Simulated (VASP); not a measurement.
Output of a VASP run:

**OSZICAR**
```
       N       E                     dE             d eps       ncg     rms          rms(c)
DAV:   1     0.529266922629E+03    0.52927E+03   -0.28282E+04   860   0.183E+03
DAV:   2     0.446799270192E+02   -0.48459E+03   -0.47517E+03   980   0.463E+02
DAV:   3    -0.262537446497E+02   -0.70934E+02   -0.69302E+02   986   0.146E+02
DAV:   4    -0.303488843506E+02   -0.40951E+01   -0.40623E+01  1039   0.355E+01
DAV:   5    -0.304728413266E+02   -0.12396E+00   -0.12351E+00  1082   0.595E+00    0.603E+00
DAV:   6    -0.302329254745E+02    0.23992E+00   -0.51877E-01  1126   0.687E+00    0.364E+00
DAV:   7    -0.301929654296E+02    0.39960E-01   -0.31871E-01   989   0.250E+00    0.762E-01
DAV:   8    -0.301946311490E+02   -0.16657E-02   -0.57333E-02  1092   0.208E+00    0.146E-01
DAV:   9    -0.301961401200E+02   -0.15090E-02   -0.82201E-03  1050   0.744E-01    0.765E-02
DAV:  10    -0.301967062201E+02   -0.56610E-03   -0.10301E-03  1118   0.172E-01    0.394E-02
DAV:  11    -0.301969832683E+02   -0.27705E-03   -0.33648E-04   954   0.686E-02    0.147E-02
DAV:  12    -0.301970084292E+02   -0.25161E-04   -0.43383E-05  1002   0.397E-02    0.440E-03
DAV:  13    -0.301970110727E+02   -0.26435E-05   -0.78559E-06   850   0.140E-02    0.195E-03
DAV:  14    -0.301970116559E+02   -0.58322E-06   -0.58875E-07   578   0.491E-03
   1 F= -.30197012E+02 E0= -.30196409E+02  d E =-.120518E-02
```

**OUTCAR**
```
------------------------ aborting loop because EDIFF is reached ----------------------------------------
  FORCE on cell =-STRESS in cart. coord.  units (eV):
  Direction    XX          YY          ZZ          XY          YZ          ZX
  --------------------------------------------------------------------------------------
  Total        0.1965663      0.1965663      0.1965663      0.0000000     -0.0000000     -0.0000000
  in kB        1.3915790      1.3915790      1.3915790      0.0000000     -0.0000000     -0.0000000
  external PRESSURE =       1.3915790 kB  Pullay stress =       0.0000000 kB
  volume of cell :      226.31
      direct lattice vectors                 reciprocal lattice vectors
     6.094020301  0.000000000  0.000000000     0.164095285  0.000000000  0.000000000
     0.000000000  6.094020301  0.000000000     0.000000000  0.164095285  0.000000000
     0.000000000  0.000000000  6.094020301     0.000000000  0.000000000  0.164095285
 POSITION                                       TOTAL-FORCE (eV/Angst)
 -----------------------------------------------------------------------------------
      0.05344      6.04058      6.04058         0.002850     -0.002850     -0.002850
      2.99357      3.10045      6.04058        -0.002850      0.002850     -0.002850
      2.99357      6.04058      3.10045        -0.002850     -0.002850      0.002850
      0.05344      3.10045      3.10045         0.002850      0.002850      0.002850
      1.52351      1.52351      1.52351        -0.000000      0.000000      0.000000
      4.57052      4.57052      1.52351        -0.000000      0.000000      0.000000
      4.57052      1.52351      4.57052        -0.000000      0.000000     -0.000000
      1.52351      4.57052      4.57052        -0.000000      0.000000     -0.000000
 -----------------------------------------------------------------------------------
    total drift:                               -0.000000     -0.000000      0.000000
  FREE ENERGIE OF THE ION-ELECTRON SYSTEM (eV)
  ---------------------------------------------------
  free  energy   TOTEN  =       -30.1970116559 eV

  energy  without entropy=      -30.1958064735  energy(sigma->0) =      -30.19640906
```
(Selected blocks of OUTCAR.)

**POSCAR**
```
Ga4AsSb3
1
    6.0940203010     0.0000000000    -0.0000000000
    0.0000000000     6.0940203010    -0.0000000000
   -0.0000000000     0.0000000000     6.0940203010
Ga Sb As
4 3 1
Direct
  0.0087689495   0.9912310505   0.9912310505
  0.4912310505   0.5087689495   0.9912310505
  0.4912310505   0.9912310505   0.5087689495
  0.0087689495   0.5087689495   0.5087689495
  0.2500000000   0.2500000000   0.2500000000
  0.7500000000   0.7500000000   0.2500000000
  0.7500000000   0.2500000000   0.7500000000
  0.2500000000   0.7500000000   0.7500000000
```

Q: Reconstruct the remaining input files.

A: Several could match; the one computed here: the input of the run itself, PBE GGA, plane waves, VASP's PBE PAW potentials (set 64).

INCAR:
```
SYSTEM = Ga4AsSb3
PREC = Accurate
ENCUT = 400
EDIFF = 1E-6
NELM = 100
ALGO = Normal
LREAL = .FALSE.
LASPH = .TRUE.
ISMEAR = 0
SIGMA = 0.05
GGA = PE
LMAXMIX = 4
LWAVE = .FALSE.
LCHARG = .TRUE.
```

**KPOINTS**
```
Automatic mesh
0
Gamma
4 4 4
0 0 0
```

POTCAR, in this order: Ga_d Sb As (PBE.64 set). Program: vasp_std.

The structure was generated: Ga4AsSb3 was put into an ordered model structure (P-43m), which need not be its known phase. It was relaxed first, which changed the volume by +5 %.
